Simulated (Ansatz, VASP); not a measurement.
**One calculation of LiAlO, two programs**

```
CELL_PARAMETERS angstrom
3.11851 0.00000 0.00000
0.00000 3.11851 0.00000
0.00000 0.00000 6.91644
ATOMIC_POSITIONS crystal
Li 0.00000 0.00000 0.00000
Li 0.50000 0.50000 0.00000
Al 0.50000 0.00000 0.66251
Al 0.00000 0.50000 0.33749
O 0.50000 0.00000 0.39252
O 0.00000 0.50000 0.60748
```

Alike in both runs: functional PBE; k mesh 10 × 10 × 4; occupations gaussian, width 0.02 eV; no spin polarisation.

Ansatz relaxed the structure, and its values are those at the end. VASP's run is a single point on that final structure, the one shown.

|  | VASP | Ansatz |
| --- | --- | --- |
| version | VASP 6.6.1 | Ansatz 0.2.0 |
| potentials or method | VASP PAW PBE potentials, release 64 (Li_sv, Al, O) | scalar-relativistic, plane waves, PAW |
| plane-wave cutoff (eV) | 520 | 420 |
| valence electrons in the cell | 24 | 24 |

|  | VASP | Ansatz | Ansatz less VASP |
| --- | --- | --- | --- |
| gap on the k mesh at the Fermi level (eV) | 1.52 | 1.51 | -0.009 |
| least direct gap on the mesh (eV) | 1.77 | 1.77 | -0.005 |
| rms of the force components (eV/Å) | 0.004 | 0.003 | -0.0014 |

With one functional, cell and mesh, what is left measures potentials, basis and numerics.

 A k mesh can miss the band edges.
